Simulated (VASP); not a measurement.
Output of a VASP run:

OSZICAR:
```
       N       E                     dE             d eps       ncg     rms          rms(c)
DAV:   1     0.946926577083E+02    0.94693E+02   -0.81631E+03 22480   0.415E+02
DAV:   2    -0.327057862895E+02   -0.12740E+03   -0.12097E+03 26268   0.160E+02
DAV:   3    -0.362579761823E+02   -0.35522E+01   -0.35308E+01 26542   0.226E+01
DAV:   4    -0.362642622832E+02   -0.62861E-02   -0.62856E-02 25374   0.986E-01
DAV:   5    -0.362642712065E+02   -0.89233E-05   -0.89232E-05 25707   0.356E-02    0.597E+01
DAV:   6    -0.312536483018E+02    0.50106E+01   -0.82729E+00 23939   0.129E+01    0.489E+01
DAV:   7    -0.311242470203E+02    0.12940E+00   -0.30599E-01 25684   0.221E+00    0.283E+01
DAV:   8    -0.310836334231E+02    0.40614E-01   -0.10101E-01 24351   0.150E+00    0.317E+00
DAV:   9    -0.310784008064E+02    0.52326E-02   -0.82405E-03 23911   0.488E-01    0.215E+00
DAV:  10    -0.310784602189E+02   -0.59413E-04   -0.75585E-04 25950   0.117E-01    0.215E-01
DAV:  11    -0.310784532933E+02    0.69257E-05   -0.20486E-05 25646   0.201E-02    0.552E-02
DAV:  12    -0.310784606980E+02   -0.74047E-05   -0.43057E-06 24474   0.854E-03    0.168E-02
DAV:  13    -0.310784611715E+02   -0.47349E-06   -0.23603E-07 22062   0.246E-03
   1 F= -.31078461E+02 E0= -.31078461E+02  d E =-.159508E-78
```

### OUTCAR
```
------------------------ aborting loop because EDIFF is reached ----------------------------------------
  FORCE on cell =-STRESS in cart. coord.  units (eV):
  Direction    XX          YY          ZZ          XY          YZ          ZX
  --------------------------------------------------------------------------------------
  Total        0.0351333      0.3546801      1.3153088      2.4433336     -0.9513166     -1.2647066
  in kB        1.7669598     17.8379164     66.1507821    122.8824962    -47.8445318    -63.6058485
  external PRESSURE =      28.5852194 kB  Pullay stress =       0.0000000 kB
  volume of cell :       31.86
      direct lattice vectors                 reciprocal lattice vectors
     0.000000000  2.516080000  2.516080000    -0.198721821  0.198721821  0.198721821
     2.516080000  0.000000000  2.516080000     0.198721821 -0.198721821  0.198721821
     2.516080000  2.516080000  0.000000000     0.198721821  0.198721821 -0.198721821
 POSITION                                       TOTAL-FORCE (eV/Angst)
 -----------------------------------------------------------------------------------
      4.90682      2.50578      2.57411         1.920776      1.669982     -1.138299
      3.80459      3.74937      3.87025        -0.003348      0.443689     -2.363460
      1.35291      1.29309      1.10388        -1.917428     -2.113671      3.501759
 -----------------------------------------------------------------------------------
    total drift:                               -0.000654     -0.000376      0.000102
  FREE ENERGIE OF THE ION-ELECTRON SYSTEM (eV)
  ---------------------------------------------------
  free  energy   TOTEN  =       -31.0784611715 eV

  energy  without entropy=      -31.0784611715  energy(sigma->0) =      -31.07846117
```
(Selected blocks of OUTCAR.)

POSCAR:
```
HfO2
1
    0.0000000000     2.5160800000     2.5160800000
    2.5160800000     0.0000000000     2.5160800000
    2.5160800000     2.5160800000     0.0000000000
Hf O
1 2
Direct
  0.0343930000  -0.0113290000  -0.0384870000
  0.7581300000   0.7800770000   0.7320350000
  0.2074780000   0.2312510000   0.3064530000
```

Question: Write an INCAR and KPOINTS that could have produced this output.

Answer: This is not unique; one that fits is the input of the run itself, PBEsol GGA, plane waves, VASP's PBE PAW potentials (set 64).

### INCAR
```
SYSTEM = HfO2
PREC = Accurate
ENCUT = 400
EDIFF = 1E-6
NELM = 100
ALGO = Normal
LREAL = .FALSE.
LASPH = .TRUE.
ISMEAR = 0
SIGMA = 0.02
GGA = PS
LMAXMIX = 6
LWAVE = .FALSE.
LCHARG = .FALSE.
ISIF = 2
NBANDS = 43
```

KPOINTS:
```
K-points
0
gamma
8 8 8
```

POTCAR, in this order: Hf_pv O (PBE.64 set). Program: vasp_std.

At this cut-off the stress carries a Pulay error, which pulls relaxed volumes low.

The structure comes from a computed database's HfO2 entry; how it stands against other phases isn't given here. The cell was not relaxed at this level, atoms are displaced from their ideal sites. The run is one of a series of settings (NBANDS = 43 against the base run), some of them coarse on purpose.
